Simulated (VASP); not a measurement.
# A VASP study of MnAl2O4 (r2SCAN): structure first, properties next, part 5 of 6

How well does r2SCAN reproduce what experiment finds for MnAl2O4? The cell is relaxed first, and properties follow on it. The start is a computed cell from the Materials Project.

VASP 6.6.1; r2SCAN, spin-polarised from a ferromagnetic start; plane waves and PAW (Mn_pv, Al, O).

Still holding for the runs below: The magnetic state follows from one typed start and may not be the lowest. Experiment finds antiferromagnetic order in this phase (below 40 K, arxiv:1405.4694), so this ferromagnetic run describes another state.

So far, gap on the k-mesh (eV): step 2 (full relaxation (r2SCAN)) 2.52; step 5 (total and projected DOS (r2SCAN)) 2.52. The relaxed cell has a = 8.195 Å (conventional setting).

### 6. Field gradients at the nuclei (r2SCAN)

Field gradients probe how far the charge around each nucleus departs from cubic symmetry; LASPH keeps the non-spherical terms inside the spheres.

Input file INCAR:

```
SYSTEM = MnAl2O4
PREC = Accurate
ENCUT = 520
EDIFF = 1E-07
NELM = 100
ISMEAR = 0
SIGMA = 0.05
LREAL = .FALSE.
ALGO = Normal
METAGGA = R2SCAN
LASPH = .TRUE.
NBANDS = 70
ISPIN = 2
MAGMOM = 4.46 4.46 0.009 0.009 0.009 0.009 0.046 0.046 0.046 0.046 0.046 0.046 0.046 0.046
LMAXMIX = 4
LORBIT = 11
LWAVE = .FALSE.
LCHARG = .FALSE.
KPAR = 8
LEFG = .TRUE.
```

Input file POSCAR:

```
MnAl2O4
1.0
    0.0000000000      4.0975837901      4.0975837901
    4.0975837901      0.0000000000      4.0975837901
    4.0975837901      4.0975837901      0.0000000000
Mn Al O
2 4 8
Direct
    0.7500000000      0.7500000000      0.7500000000
    0.5000000000      0.5000000000      0.5000000000
    0.1250000000      0.1250000000      0.6250000000
    0.6250000000      0.1250000000      0.1250000000
    0.1250000000      0.1250000000      0.1250000000
    0.1250000000      0.6250000000      0.1250000000
    0.8914200262      0.8914200262      0.8914200262
    0.3585799738      0.9242600785      0.3585799738
    0.3257399215      0.8914200262      0.8914200262
    0.8914200262      0.8914200262      0.3257399215
    0.3585799738      0.3585799738      0.3585799738
    0.8914200262      0.3257399215      0.8914200262
    0.3585799738      0.3585799738      0.9242600785
    0.9242600785      0.3585799738      0.3585799738
```

Input file KPOINTS:

```
Automatic mesh
0
Gamma
4 4 4
0 0 0
```

PAW data sets: Mn_pv, Al and O (PBE family, release 64).

The run is started by

```
> mpirun -np 8 vasp_std
```

The program printed:

```text
[... set-up lines as in an earlier step ...]
 entering main loop
       N       E                     dE             d eps       ncg     rms          rms(c)
DAV:   1     0.818473703325E+03    0.81847E+03   -0.43804E+04  2256   0.132E+03
DAV:   2    -0.926916056101E+02   -0.91117E+03   -0.84203E+03  2328   0.382E+02
DAV:   3    -0.180990540390E+03   -0.88299E+02   -0.86393E+02  2566   0.131E+02
DAV:   4    -0.182865137368E+03   -0.18746E+01   -0.18622E+01  2736   0.200E+01
DAV:   5    -0.182891153186E+03   -0.26016E-01   -0.26003E-01  2664   0.241E+00    0.282E+01
DAV:   6    -0.144749941900E+03    0.38141E+02   -0.46400E+01  2856   0.401E+01    0.278E+01
DAV:   7    -0.145655793393E+03   -0.90585E+00   -0.77351E+00  2520   0.155E+01    0.179E+01
DAV:   8    -0.145775703821E+03   -0.11991E+00   -0.54604E-01  2626   0.482E+00    0.835E+00
DAV:   9    -0.145802820064E+03   -0.27116E-01   -0.24384E-01  2542   0.254E+00    0.145E+00
DAV:  10    -0.145820786424E+03   -0.17966E-01   -0.59750E-02  2574   0.167E+00    0.969E-01
DAV:  11    -0.145825217628E+03   -0.44312E-02   -0.68358E-03  2436   0.577E-01    0.233E-01
DAV:  12    -0.145825956798E+03   -0.73917E-03   -0.96491E-04  2606   0.226E-01    0.107E-01
DAV:  13    -0.145826032424E+03   -0.75627E-04   -0.24612E-04  2560   0.778E-02    0.556E-02
DAV:  14    -0.145826080659E+03   -0.48235E-04   -0.38067E-05  2628   0.386E-02    0.182E-02
DAV:  15    -0.145826068625E+03    0.12034E-04   -0.58332E-06  2496   0.133E-02    0.110E-02
DAV:  16    -0.145826077043E+03   -0.84182E-05   -0.16414E-06  2564   0.760E-03    0.329E-03
DAV:  17    -0.145826074132E+03    0.29110E-05   -0.14839E-07  2048   0.217E-03    0.747E-04
DAV:  18    -0.145826073321E+03    0.81117E-06   -0.16397E-08  1396   0.746E-04    0.456E-04
DAV:  19    -0.145826073012E+03    0.30877E-06   -0.29696E-09  1378   0.312E-04    0.114E-04
DAV:  20    -0.145826072902E+03    0.11010E-06   -0.93008E-10  1330   0.167E-04    0.573E-05
DAV:  21    -0.145826072998E+03   -0.96558E-07   -0.20995E-10  1318   0.736E-05
ion   1
     0.0000000    -0.0000000    -0.0000000     0.0000000     0.0000000    -0.0000000
     0.0000442    -0.0000000    -0.0000000     0.0000000     0.0000000    -0.0000000
     0.0000608    -0.0000000    -0.0000000     0.0000000     0.0000000    -0.0000000
     0.0000838    -0.0000000    -0.0000000     0.0000000     0.0000000    -0.0000000
     0.0001154    -0.0000000    -0.0000000     0.0000000     0.0000000    -0.0000000

     0.0000000    -0.0000000    -0.0000000     0.0000000     0.0000000    -0.0000000
     0.0000442    -0.0000000    -0.0000000     0.0000000     0.0000000    -0.0000000
     0.0000608    -0.0000000    -0.0000000     0.0000000     0.0000000    -0.0000000
     0.0000838    -0.0000000    -0.0000000     0.0000000     0.0000000    -0.0000000
     0.0001154    -0.0000000    -0.0000000     0.0000000     0.0000000    -0.0000000

ion   2
     0.0000000     0.0000000    -0.0000000    -0.0000000    -0.0000000     0.0000000
     0.0000442     0.0000000    -0.0000000    -0.0000000    -0.0000000     0.0000000
     0.0000608     0.0000000    -0.0000000    -0.0000000    -0.0000000     0.0000000
     0.0000838     0.0000000    -0.0000000    -0.0000000    -0.0000000     0.0000000
     0.0001154     0.0000000    -0.0000000    -0.0000000    -0.0000000     0.0000000

     0.0000000     0.0000000    -0.0000000    -0.0000000    -0.0000000    -0.0000000
     0.0000442     0.0000000    -0.0000000    -0.0000000    -0.0000000    -0.0000000
     0.0000608     0.0000000    -0.0000000    -0.0000000    -0.0000000    -0.0000000
     0.0000838     0.0000000    -0.0000000    -0.0000000    -0.0000000    -0.0000000
     0.0001154     0.0000000    -0.0000000    -0.0000000    -0.0000000    -0.0000000

ion   3
     0.0000000     0.4851095    -0.4851095     0.0000000    -0.4851095    -0.0000000
     0.0000349     0.4851095    -0.4851095     0.0000000    -0.4851095    -0.0000000
     0.0000480     0.4851095    -0.4851095     0.0000000    -0.4851095    -0.0000000
     0.0000661     0.4851095    -0.4851095     0.0000000    -0.4851095    -0.0000000
     0.0000910     0.4851095    -0.4851095     0.0000000    -0.4851095    -0.0000000

     0.0000000     5.7351593    -5.7351593     0.0000000    -5.7351593    -0.0000000
     0.0000349     5.7351518    -5.7351518     0.0000000    -5.7351518    -0.0000000
     0.0000480     5.7351471    -5.7351471     0.0000000    -5.7351471    -0.0000000
     0.0000661     5.7351393    -5.7351393     0.0000000    -5.7351393    -0.0000000
     0.0000910     5.7351263    -5.7351263     0.0000000    -5.7351263    -0.0000000

ion   4
     0.0000000    -0.4851095     0.4851095    -0.0000000    -0.4851095     0.0000000
     0.0000349    -0.4851095     0.4851095    -0.0000000    -0.4851095     0.0000000
     0.0000480    -0.4851095     0.4851095    -0.0000000    -0.4851095     0.0000000
     0.0000661    -0.4851095     0.4851095    -0.0000000    -0.4851095     0.0000000
     0.0000910    -0.4851095     0.4851095    -0.0000000    -0.4851095     0.0000000

     0.0000000    -5.7351593     5.7351593     0.0000000    -5.7351593     0.0000000
     0.0000349    -5.7351518     5.7351518     0.0000000    -5.7351518     0.0000000
     0.0000480    -5.7351471     5.7351471     0.0000000    -5.7351471     0.0000000
     0.0000661    -5.7351393     5.7351393     0.0000000    -5.7351393     0.0000000
     0.0000910    -5.7351263     5.7351263     0.0000000    -5.7351263     0.0000000

ion   5
     0.0000000     0.4851095     0.4851095     0.0000000     0.4851095    -0.0000000
     0.0000349     0.4851095     0.4851095     0.0000000     0.4851095    -0.0000000
     0.0000480     0.4851095     0.4851095     0.0000000     0.4851095    -0.0000000
     0.0000661     0.4851095     0.4851095     0.0000000     0.4851095    -0.0000000
     0.0000910     0.4851095     0.4851095     0.0000000     0.4851095    -0.0000000

     0.0000000     5.7351593     5.7351593     0.0000000     5.7351593    -0.0000000
     0.0000349     5.7351518     5.7351518     0.0000000     5.7351518    -0.0000000
     0.0000480     5.7351471     5.7351471     0.0000000     5.7351471    -0.0000000
     0.0000661     5.7351393     5.7351393     0.0000000     5.7351393    -0.0000000
     0.0000910     5.7351263     5.7351263     0.0000000     5.7351263    -0.0000000

ion   6
     0.0000000    -0.4851095    -0.4851095     0.0000000     0.4851095    -0.0000000
     0.0000349    -0.4851095    -0.4851095     0.0000000     0.4851095    -0.0000000
     0.0000480    -0.4851095    -0.4851095     0.0000000     0.4851095    -0.0000000
     0.0000661    -0.4851095    -0.4851095     0.0000000     0.4851095    -0.0000000
     0.0000910    -0.4851095    -0.4851095     0.0000000     0.4851095    -0.0000000

     0.0000000    -5.7351593    -5.7351593     0.0000000     5.7351593    -0.0000000
     0.0000349    -5.7351518    -5.7351518     0.0000000     5.7351518    -0.0000000
     0.0000480    -5.7351471    -5.7351471     0.0000000     5.7351471    -0.0000000
     0.0000661    -5.7351393    -5.7351393     0.0000000     5.7351393    -0.0000000
     0.0000910    -5.7351263    -5.7351263     0.0000000     5.7351263    -0.0000000

ion   7
     0.0000000     2.0153187     2.0153187    -0.0000000     2.0153187    -0.0000000
     0.0000293     2.0153186     2.0153186    -0.0000000     2.0153186    -0.0000000
     0.0000403     2.0153186     2.0153186    -0.0000000     2.0153186    -0.0000000
     0.0000555     2.0153186     2.0153186    -0.0000000     2.0153186    -0.0000000
     0.0000765     2.0153186     2.0153186    -0.0000000     2.0153186    -0.0000000

     0.0000000     5.8048590     5.8048590    -0.0000000     5.8048590    -0.0000000
     0.0000293     5.8048576     5.8048576    -0.0000000     5.8048576    -0.0000000
     0.0000403     5.8048566     5.8048566    -0.0000000     5.8048566    -0.0000000
     0.0000555     5.8048550     5.8048550    -0.0000000     5.8048550    -0.0000000
     0.0000765     5.8048522     5.8048522    -0.0000000     5.8048522    -0.0000000

ion   8
     0.0000000    -2.0153187    -2.0153187     0.0000000     2.0153187    -0.0000000
     0.0000293    -2.0153186    -2.0153186     0.0000000     2.0153186    -0.0000000
     0.0000403    -2.0153186    -2.0153186     0.0000000     2.0153186    -0.0000000
     0.0000555    -2.0153186    -2.0153186     0.0000000     2.0153186    -0.0000000
     0.0000765    -2.0153186    -2.0153186     0.0000000     2.0153186    -0.0000000

     0.0000000    -5.8048590    -5.8048590     0.0000000     5.8048590    -0.0000000
     0.0000293    -5.8048576    -5.8048576     0.0000000     5.8048576    -0.0000000
     0.0000403    -5.8048566    -5.8048566     0.0000000     5.8048566    -0.0000000
     0.0000555    -5.8048550    -5.8048550     0.0000000     5.8048550    -0.0000000
     0.0000765    -5.8048522    -5.8048522     0.0000000     5.8048522    -0.0000000

ion   9
     0.0000000    -2.0153187     2.0153187     0.0000000    -2.0153187     0.0000000
     0.0000293    -2.0153186     2.0153186     0.0000000    -2.0153186     0.0000000
     0.0000403    -2.0153186     2.0153186     0.0000000    -2.0153186     0.0000000
     0.0000555    -2.0153186     2.0153186     0.0000000    -2.0153186     0.0000000
     0.0000765    -2.0153186     2.0153186     0.0000000    -2.0153186     0.0000000

     0.0000000    -5.8048590     5.8048590     0.0000000    -5.8048590     0.0000000
     0.0000293    -5.8048576     5.8048576     0.0000000    -5.8048576     0.0000000
     0.0000403    -5.8048566     5.8048566     0.0000000    -5.8048566     0.0000000
     0.0000555    -5.8048550     5.8048550     0.0000000    -5.8048550     0.0000000
     0.0000765    -5.8048522     5.8048522     0.0000000    -5.8048522     0.0000000

ion  10
     0.0000000     2.0153187    -2.0153187    -0.0000000    -2.0153187    -0.0000000
     0.0000293     2.0153186    -2.0153186    -0.0000000    -2.0153186    -0.0000000
     0.0000403     2.0153186    -2.0153186    -0.0000000    -2.0153186    -0.0000000
     0.0000555     2.0153186    -2.0153186    -0.0000000    -2.0153186    -0.0000000
     0.0000765     2.0153186    -2.0153186    -0.0000000    -2.0153186    -0.0000000

     0.0000000     5.8048590    -5.8048590    -0.0000000    -5.8048590    -0.0000000
     0.0000293     5.8048576    -5.8048576    -0.0000000    -5.8048576    -0.0000000
     0.0000403     5.8048566    -5.8048566    -0.0000000    -5.8048566    -0.0000000
     0.0000555     5.8048550    -5.8048550    -0.0000000    -5.8048550    -0.0000000
     0.0000765     5.8048522    -5.8048522    -0.0000000    -5.8048522    -0.0000000

ion  11
     0.0000000     2.0153187     2.0153187     0.0000000     2.0153187    -0.0000000
     0.0000293     2.0153186     2.0153186     0.0000000     2.0153186    -0.0000000
     0.0000403     2.0153186     2.0153186     0.0000000     2.0153186    -0.0000000
     0.0000555     2.0153186     2.0153186     0.0000000     2.0153186    -0.0000000
     0.0000765     2.0153186     2.0153186     0.0000000     2.0153186    -0.0000000

     0.0000000     5.8048590     5.8048590     0.0000000     5.8048590    -0.0000000
     0.0000293     5.8048576     5.8048576     0.0000000     5.8048576    -0.0000000
     0.0000403     5.8048566     5.8048566     0.0000000     5.8048566    -0.0000000
     0.0000555     5.8048550     5.8048550     0.0000000     5.8048550    -0.0000000
     0.0000765     5.8048522     5.8048522     0.0000000     5.8048522    -0.0000000

ion  12
     0.0000000    -2.0153187    -2.0153187    -0.0000000     2.0153187    -0.0000000
     0.0000293    -2.0153186    -2.0153186    -0.0000000     2.0153186    -0.0000000
     0.0000403    -2.0153186    -2.0153186    -0.0000000     2.0153186    -0.0000000
     0.0000555    -2.0153186    -2.0153186    -0.0000000     2.0153186    -0.0000000
     0.0000765    -2.0153186    -2.0153186    -0.0000000     2.0153186    -0.0000000

     0.0000000    -5.8048590    -5.8048590    -0.0000000     5.8048590    -0.0000000
     0.0000293    -5.8048576    -5.8048576    -0.0000000     5.8048576    -0.0000000
     0.0000403    -5.8048566    -5.8048566    -0.0000000     5.8048566    -0.0000000
     0.0000555    -5.8048550    -5.8048550    -0.0000000     5.8048550    -0.0000000
     0.0000765    -5.8048522    -5.8048522    -0.0000000     5.8048522    -0.0000000

ion  13
     0.0000000     2.0153187    -2.0153187    -0.0000000    -2.0153187     0.0000000
     0.0000293     2.0153186    -2.0153186    -0.0000000    -2.0153186     0.0000000
     0.0000403     2.0153186    -2.0153186    -0.0000000    -2.0153186     0.0000000
     0.0000555     2.0153186    -2.0153186    -0.0000000    -2.0153186     0.0000000
     0.0000765     2.0153186    -2.0153186    -0.0000000    -2.0153186     0.0000000

     0.0000000     5.8048590    -5.8048590    -0.0000000    -5.8048590     0.0000000
     0.0000293     5.8048576    -5.8048576    -0.0000000    -5.8048576     0.0000000
     0.0000403     5.8048566    -5.8048566    -0.0000000    -5.8048566     0.0000000
     0.0000555     5.8048550    -5.8048550    -0.0000000    -5.8048550     0.0000000
     0.0000765     5.8048522    -5.8048522    -0.0000000    -5.8048522     0.0000000

ion  14
     0.0000000    -2.0153187     2.0153187    -0.0000000    -2.0153187    -0.0000000
     0.0000293    -2.0153186     2.0153186    -0.0000000    -2.0153186    -0.0000000
     0.0000403    -2.0153186     2.0153186    -0.0000000    -2.0153186    -0.0000000
     0.0000555    -2.0153186     2.0153186    -0.0000000    -2.0153186    -0.0000000
     0.0000765    -2.0153186     2.0153186    -0.0000000    -2.0153186    -0.0000000

     0.0000000    -5.8048590     5.8048590    -0.0000000    -5.8048590    -0.0000000
     0.0000293    -5.8048576     5.8048576    -0.0000000    -5.8048576    -0.0000000
     0.0000403    -5.8048566     5.8048566    -0.0000000    -5.8048566    -0.0000000
     0.0000555    -5.8048550     5.8048550    -0.0000000    -5.8048550    -0.0000000
     0.0000765    -5.8048522     5.8048522    -0.0000000    -5.8048522    -0.0000000

   1 F= -.14582607E+03 E0= -.14582607E+03  d E =-.832278E-22  mag=    10.0000
```

Run time: 1.8 min. Hardware: 8 MPI ranks of AMD EPYC 9R45, shared host; peak memory 4 GiB.

OUTCAR, selected parts (step 6):

```text
   k-points           NKPTS =      8   k-points in BZ     NKDIM =      8   number of bands    NBANDS=     70

   NELECT =      86.0000    total number of electrons

 E-fermi :   7.1989

 k-point     2 :       0.2500    0.0000    0.0000
  band No.  band energies     occupation
    ...
     44       6.2629      1.00000
     45       6.2629      1.00000
     46       6.3824      1.00000
     47       6.7876      1.00000
     48       6.7876      1.00000
     49      10.2950      0.00000
     50      13.0233      0.00000
     51      14.0475      0.00000
     52      14.0593      0.00000
     53      14.0593      0.00000
    ...

  Total       -0.0000606     -0.0000606     -0.0000606      0.0000000      0.0000000      0.0000000
  in kB       -0.0007060     -0.0007060     -0.0007060      0.0000000      0.0000000      0.0000000
  external PRESSURE =      -0.0007060 kB  Pullay stress =       0.0000000 kB

 POSITION                                       TOTAL-FORCE (eV/Angst)
 -----------------------------------------------------------------------------------
      6.14638      6.14638      6.14638        -0.000000     -0.000000     -0.000000
      4.09758      4.09758      4.09758        -0.000000     -0.000000     -0.000000
      3.07319      3.07319      1.02440        -0.000000     -0.000000     -0.000000
      1.02440      3.07319      3.07319        -0.000000     -0.000000     -0.000000
      1.02440      1.02440      1.02440        -0.000000     -0.000000     -0.000000
      3.07319      1.02440      3.07319        -0.000000     -0.000000     -0.000000
      7.30534      7.30534      7.30534        -0.004013     -0.004013     -0.004013
      5.25654      2.93862      5.25654        -0.004013      0.004013     -0.004013
      7.30534      4.98741      4.98741        -0.004013      0.004013      0.004013
      4.98741      4.98741      7.30534         0.004013      0.004013     -0.004013
      2.93862      2.93862      2.93862         0.004013      0.004013      0.004013
      4.98741      7.30534      4.98741         0.004013     -0.004013      0.004013
      5.25654      5.25654      2.93862        -0.004013     -0.004013      0.004013
      2.93862      5.25654      5.25654         0.004013     -0.004013     -0.004013
 -----------------------------------------------------------------------------------
    total drift:                               -0.000000     -0.000000      0.000000

  FREE ENERGIE OF THE ION-ELECTRON SYSTEM (eV)
  ---------------------------------------------------
  free  energy   TOTEN  =      -145.8260729985 eV

  energy  without entropy=     -145.8260729985  energy(sigma->0) =     -145.82607300

 Electric field gradients after diagonalization (V/A^2)
 (convention: |V_zz| > |V_xx| > |V_yy|)
----------------------------------------------------------------------
 ion       V_xx      V_yy      V_zz     asymmetry (V_yy - V_xx)/ V_zz
----------------------------------------------------------------------
   1       0.003     0.003    -0.007       0.000
   2       0.003     0.003    -0.007       0.000
   3       6.502     6.502   -13.005       0.000
   4       6.502     6.502   -13.005       0.000
   5       6.502     6.502   -13.005       0.000
   6       6.502     6.502   -13.005       0.000
   7       5.595     5.595   -11.190       0.000
   8       5.594     5.592   -11.186       0.000
   9       5.594     5.592   -11.186       0.000
  10       5.594     5.592   -11.186       0.000
  11       5.595     5.595   -11.190       0.000
  12       5.594     5.592   -11.186       0.000
  13       5.594     5.592   -11.186       0.000
  14       5.594     5.592   -11.186       0.000
----------------------------------------------------------------------

[... 17 parts as in an earlier step ...]

[... 6 further parts left out ...]
```

This step gave:

```
electronic steps     : 21
bands                : 70
irreducible k points : 8
free energy (TOTEN)  : -145.8261 eV
Fermi energy         : 7.199 eV
pressure             : -7.06e-5 GPa
```

Electric field gradients, by row:

```
atom  Vxx (V/Å²)  Vyy (V/Å²)  Vzz (V/Å²)  asymmetry
 Mn1       0.003       0.003      -0.007          -
 Mn2       0.003       0.003      -0.007          -
 Al3       6.502       6.502      -13.01          0
 Al4       6.502       6.502      -13.01          0
 Al5       6.502       6.502      -13.01          0
 Al6       6.502       6.502      -13.01          0
  O7       5.595       5.595      -11.19          0
  O8       5.594       5.592      -11.19          0
  O9       5.594       5.592      -11.19          0
 O10       5.594       5.592      -11.19          0
 O11       5.595       5.595      -11.19          0
 O12       5.594       5.592      -11.19          0
 O13       5.594       5.592      -11.19          0
 O14       5.594       5.592      -11.19          0
```

The largest gradient, -13.01 V/Å², sits on Al3 and like sites; times the quadrupole moment of a nucleus that has one, it gives the coupling that NMR and NQR see.

[end of part 5 of 6]

[Lines on the potential files, build, host, timing and source positions are cut from VASP's logs without a mark.]

[Logs are printed without paths, hosts, clocks, repeated set-up lines and the standing remarks that a program may print on its own settings, such as how far it seeks lower states.]

[Hosts, paths, dates, database ids (printed as entryN), source tags and the programs' standing remarks are cut or masked in the printed files.]

[A measured line is paired with the nearest computed mode of its activity, which favours agreement.]
